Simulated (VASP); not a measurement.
Input:

```
KTaO3
1.0
    4.00829     0.00000     0.00000
    0.00000     4.00829     0.00000
    0.00000     0.00000     4.00829
K Ta O
1 1 3
Direct
  0.00000   0.00000   0.00000
  0.50000   0.50000   0.50000
  0.50000   0.00000   0.50000
  0.00000   0.50000   0.50000
  0.50000   0.50000   0.00000
```

Computed with rev-vdW-DF2, VASP's PBE PAW potentials (set 64) (plane waves; VASP). Settings: 520 eV cut-off, 6×6×6 Γ-centred mesh, tetrahedra with Blöchl corrections, potentials K_sv Ta_pv O.

Unless said otherwise, spin-orbit coupling is left out, though it shifts the bands of the heavy elements here.

Task: Predict the energy per atom (σ→0), band gap (on the k-mesh) with the smallest direct gap where there is one.

Result: 
The band gap (on the k-mesh) is 2.12 eV, the smallest direct gap (on the k-mesh) is 2.75 eV and the energy per atom (σ→0) is -6.643 eV/atom.

Only differences to runs with the same potentials and settings are physical.

The compound is KTaO3 in the cubic perovskite structure. It was relaxed first.
